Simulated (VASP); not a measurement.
All values below come from MS2 meta-GGA, VASP's PBE PAW potentials (set 64) (plane waves; VASP).

A VASP calculation is set up with these files.

POSCAR:
```
CuZn
2.8414570
  1.0000000600   0.0000000000   0.0000000000
  0.0000000000   1.0000000600   0.0000000000
  0.0000000000   0.0000000000   1.0000000600
Zn Cu
1 1
direct
  0.5000000000   0.5000000000   0.5000000000
  0.0000000000   0.0000000000   0.0000000000
```

**INCAR**
```
! general
SYSTEM   =  CuZn
PREC     =  Accurate
ENCUT    =  520   ! plane-wave cut-off (eV)
LREAL    =  .FALSE.
LASPH    =  .TRUE.   ! aspherical one-centre terms

! electronic loop
EDIFF    =  1E-7
NELM     =  100   ! most electronic steps
ALGO     =  Normal
LMAXMIX  =  4   ! l cut-off of mixed one-centre charges
LMIXTAU  =  .TRUE.

! smearing
ISMEAR   =  1   ! Methfessel-Paxton
SIGMA    =  0.1   ! width (eV)

! functional
METAGGA  =  MS2

! ions
ISIF     =  2   ! forces and stress, cell fixed

! output
LWAVE    =  .FALSE.
LCHARG   =  .FALSE.
```

File KPOINTS:
```
Automatic mesh
0
Gamma
13 13 13
0 0 0
```

POTCAR, in this order: Zn Cu (PBE.64 set). Program: vasp_std.

Output

### OUTCAR
```
 ion  position               nearest neighbor table
   1  0.500  0.500  0.500-   2 2.46   2 2.46   2 2.46   2 2.46   2 2.46   2 2.46   2 2.46   2 2.46
  LATTYP: Found a simple cubic cell.
 ALAT       =     2.8414571706
 Subroutine PRICEL returns:
 Original cell was already a primitive cell.
 Subroutine GETGRP returns: Found 48 space group operations
The static configuration has the point symmetry O_h .
The dynamic configuration has the point symmetry O_h .
 Subroutine INISYM returns: Found 48 space group operations
 Subroutine IBZKPT returns following result:
 Found     84 irreducible k-points:

 Following reciprocal coordinates:
            Coordinates               Weight
  0.000000  0.000000  0.000000      1.000000
  0.076923  0.000000  0.000000      6.000000
  0.153846  0.000000  0.000000      6.000000
  0.230769  0.000000  0.000000      6.000000
  0.307692  0.000000  0.000000      6.000000
  0.384615  0.000000  0.000000      6.000000
  0.461538  0.000000  0.000000      6.000000
  0.076923  0.076923  0.000000     12.000000
  0.153846  0.076923  0.000000     24.000000
  0.230769  0.076923  0.000000     24.000000
...
```

**OSZICAR**
```
       N       E                     dE             d eps       ncg     rms          rms(c)
DAV:   1     0.930838197268E+02    0.93084E+02   -0.10999E+04  2672   0.247E+03
DAV:   2    -0.190130467084E+02   -0.11210E+03   -0.10912E+03  2534   0.325E+02
DAV:   3    -0.217216421673E+02   -0.27086E+01   -0.26992E+01  2968   0.689E+01
DAV:   4    -0.217424524202E+02   -0.20810E-01   -0.20806E-01  3046   0.528E+00
DAV:   5    -0.217426708017E+02   -0.21838E-03   -0.21838E-03  3206   0.568E-01    0.157E+01
DAV:   6    -0.126749540918E+02    0.90677E+01   -0.76904E+01  2861   0.230E+02    0.120E+01
DAV:   7    -0.851025078850E+01    0.41647E+01   -0.13711E+01  3035   0.213E+02    0.332E+00
DAV:   8    -0.848622628751E+01    0.24025E-01   -0.16004E+00  3117   0.221E+01    0.173E+00
DAV:   9    -0.849455711350E+01   -0.83308E-02   -0.18590E-01  2891   0.105E+01    0.931E-01
DAV:  10    -0.847394277772E+01    0.20614E-01   -0.58289E-02  2751   0.609E+00    0.228E-01
DAV:  11    -0.847227793134E+01    0.16648E-02   -0.17357E-03  3786   0.989E-01    0.888E-02
DAV:  12    -0.847227509437E+01    0.28370E-05   -0.24888E-03  2723   0.135E+00    0.619E-02
DAV:  13    -0.847220755349E+01    0.67541E-04   -0.19630E-04  3343   0.382E-01    0.220E-02
DAV:  14    -0.847217999578E+01    0.27558E-04   -0.33363E-05  2779   0.172E-01    0.509E-03
DAV:  15    -0.847218901821E+01   -0.90224E-05   -0.43940E-06  3855   0.660E-02    0.786E-03
DAV:  16    -0.847219156209E+01   -0.25439E-05   -0.58595E-06  2779   0.795E-02    0.912E-04
DAV:  17    -0.847219095652E+01    0.60557E-06   -0.16135E-07  1925   0.442E-03    0.980E-04
DAV:  18    -0.847218990271E+01    0.10538E-05   -0.42611E-09  1309   0.235E-03    0.805E-04
DAV:  19    -0.847218744231E+01    0.24604E-05   -0.81307E-08  1295   0.808E-03    0.151E-04
DAV:  20    -0.847218754035E+01   -0.98042E-07   -0.67418E-09  1281   0.188E-03
   1 F= -.84721875E+01 E0= -.84721681E+01  d E =-.583251E-04
```

**OUTCAR**
```
------------------------ aborting loop because EDIFF is reached ----------------------------------------
  FORCE on cell =-STRESS in cart. coord.  units (eV):
  Direction    XX          YY          ZZ          XY          YZ          ZX
  --------------------------------------------------------------------------------------
  Total        1.3900108      1.3900108      1.3900108     -0.0000000     -0.0000000     -0.0000000
  in kB       97.0745586     97.0745586     97.0745586     -0.0000000     -0.0000000     -0.0000000
  external PRESSURE =      97.0745586 kB  Pullay stress =       0.0000000 kB
  volume of cell :       22.94
      direct lattice vectors                 reciprocal lattice vectors
     2.841457171  0.000000000  0.000000000     0.351932104  0.000000000  0.000000000
     0.000000000  2.841457171  0.000000000     0.000000000  0.351932104  0.000000000
     0.000000000  0.000000000  2.841457171     0.000000000  0.000000000  0.351932104
 POSITION                                       TOTAL-FORCE (eV/Angst)
 -----------------------------------------------------------------------------------
      1.42073      1.42073      1.42073         0.000000      0.000000      0.000000
      0.00000      0.00000      0.00000         0.000000      0.000000      0.000000
 -----------------------------------------------------------------------------------
    total drift:                                0.000000      0.000000     -0.000000
  FREE ENERGIE OF THE ION-ELECTRON SYSTEM (eV)
  ---------------------------------------------------
  free  energy   TOTEN  =        -8.4721875404 eV

  energy  without entropy=       -8.4721292152  energy(sigma->0) =       -8.47216810
```
(Selected blocks of OUTCAR.)

The compound is CuZn in the CsCl type structure. This cell is one point of a volume scan, at 0.94 of the reference volume. The electron count is odd and the run is not spin-polarised, which forces a metal.
